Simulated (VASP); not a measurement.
```
CELL_PARAMETERS angstrom
      1.68810    -5.34480     0.00000
      1.68810     5.34480     0.00000
      0.00000     0.00000     4.46760
ATOMIC_POSITIONS crystal
  P  0.10170 0.89830 0.91940
  P  0.39830 0.60170 0.41940
  P  0.60170 0.39830 0.58060
  P  0.89830 0.10170 0.08060
```

Computed with PBE GGA, VASP's PBE PAW potentials (set 64) (plane waves; VASP). Settings: 400 eV cut-off, 6×6×5 Γ-centred mesh, Gaussian smearing of 0.050 eV, potentials P.

Give the force on each atom (eV/Å).

```
atom     Fx      Fy      Fz
----  -----  ------  ------
P1    0.000   0.309  -0.277
P2    0.000  -0.309  -0.277
P3    0.000   0.309   0.277
P4    0.000  -0.309   0.277
```

Give the stress tensor in GPa (positive for a compressed cell).

```
-3.30   0.00   0.00
 0.00  -1.60   0.00
 0.00   0.00  -2.53
```
The pressure is its mean diagonal, -2.47 GPa.

The compound is P in the black structure. The cell was not relaxed at this level.
